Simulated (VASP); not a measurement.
An input for Quantum ESPRESSO's pw.x (written as the equivalent of a VASP run, and not itself run):

```
&CONTROL
  calculation = 'scf'
  pseudo_dir = './pseudo'
  outdir = './out'
  tprnfor = .true.
  tstress = .true.
/
&SYSTEM
  ibrav = 0
  nat = 7
  ntyp = 4
  ecutwfc = 84
  occupations = 'smearing'
  smearing = 'fermi-dirac'
  degauss = 0.00735
  input_dft = 'pz'
/
&ELECTRONS
  conv_thr = 7.3e-08
  electron_maxstep = 100
/
ATOMIC_SPECIES
  Ba 137.327 Ba.upf
  Mg 24.305 Mg.upf
  Li 6.940 Li.upf
  Si 28.085 Si.upf
CELL_PARAMETERS angstrom
     2.2890000    1.3215550    8.6840000
    -2.2890000    1.3215550    8.6840000
     0.0000000   -2.6431100    8.6840000
ATOMIC_POSITIONS crystal
  Ba  -0.0018170  0.0036600  0.0030640
  Mg   0.8574030  0.8654990  0.8748000
  Mg   0.1261890  0.1340110  0.1542400
  Li   0.4144890  0.4573650  0.4084200
  Li   0.5905700  0.5573220  0.5620240
  Si   0.7624610  0.7392660  0.7685760
  Si   0.2507050  0.2428770  0.2288760
K_POINTS automatic
  4 4 4 0 0 0
```

Write the VASP files for the same calculation (LDA).

This is not unique; one that fits is 
KPOINTS:
```
K-points
0
G
4 4 4
```

INCAR:
```
! general
SYSTEM   =  BaLi2(MgSi)2
PREC     =  Accurate
ENCUT    =  400
LREAL    =  .FALSE.
LASPH    =  .TRUE.

! electronic loop
EDIFF    =  1E-6
NELM     =  100
ALGO     =  Normal
LMAXMIX  =  4

! smearing
ISMEAR   =  -1
SIGMA    =  0.1

! ions
ISIF     =  2

! output
LWAVE    =  .FALSE.
LCHARG   =  .FALSE.
```

### POSCAR
```
BaLi2(MgSi)2
17.3680
  0.1317941041   0.0760913749   0.5000000000
 -0.1317941041   0.0760913749   0.5000000000
  0.0000000000  -0.1521827499   0.5000000000
Ba Mg Li Si
1 2 2 2
Cartesian
 -0.0007218363  -0.0003260515   0.0024535000
 -0.0010670051  -0.0020314875   1.2988510000
 -0.0010308935  -0.0036736916   0.2072200000
 -0.0056508040   0.0041860909   0.6401370000
  0.0043818904   0.0018143227   0.8549580000
  0.0030569642  -0.0026955370   1.1351515000
  0.0010316842   0.0027263540   0.3612290000
```

POTCAR, in this order: Ba_sv Mg Li_sv Si (LDA.64 set). Program: vasp_std.

Limits of the translation: the potentials are each code's own (VASP's PAW set, PseudoDojo norm-conserving files in pw.x), so ENCUT and ecutwfc are chosen apart and not converted; conv_thr bounds pw.x's estimated SCF error, while EDIFF bounds the energy change between steps.

The structure comes from a measured BaLi2Mg2Si2 entry of the Crystallography Open Database, whose conditions weren't checked. The cell was not relaxed at this level, atoms are displaced from their ideal sites. The k-mesh is coarse (spacing up to 0.40 per Å, 2π included), so the numbers may not be converged in it.
